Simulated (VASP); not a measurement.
Calculation: LDA (Ceperley-Alder, Perdew-Zunger), VASP's LDA PAW potentials (set 64) (plane waves; VASP 6.6.1).

Input for VASP

**KPOINTS**
```
K-points
0
gamma
12 12 12
0 0 0
```

### POSCAR
```
WSi2
1
   -1.5955512004     1.5955512004     3.8877278029
    1.5955512004    -1.5955512004     3.8877278029
    1.5955512004     1.5955512004    -3.8877278029
Si W
2 1
Direct
  0.6649677189   0.6649677189   0.0000000000
  0.3350322811   0.3350322811   0.0000000000
  0.0000000000   0.0000000000   0.0000000000
```

**INCAR**
```
# general
SYSTEM =WSi2
PREC   =Accurate
ENCUT  =400   # plane-wave cut-off (eV)
LREAL  =.False.
LASPH  =.True.   # aspherical one-centre terms

# electronic loop
EDIFF  =1E-6
NELM   =100
ALGO   =Normal
LMAXMIX=6   # l cut-off of mixed one-centre charges

# smearing
ISMEAR =1
SIGMA  =0.1

# ions
IBRION =2
NSW    =60
ISIF   =3   # ions, shape and volume
EDIFFG =-0.02

# output
LWAVE  =.False.
LCHARG =.False.
```

POTCAR, in this order: Si W_sv (LDA.64 set). Program: vasp_std.

Question: What will the output report for the number of irreducible k-points (NKPTS), largest plane-wave count, number of space-group operations, FFT grid (NGX, NGY, NGZ)?

Answer: 
| Quantity | Value |
|---|---|
| number of irreducible k-points (NKPTS) | 163 |
| largest plane-wave count | 761 |
| number of space-group operations | 16 |
| FFT grid (NGX, NGY, NGZ) | 30 × 30 × 30 |

The compound is WSi2 in the MoSi2 type structure. This run relaxes it. Symmetry was kept, so distortions that lower it aren't found. The start is the result of an earlier pass.
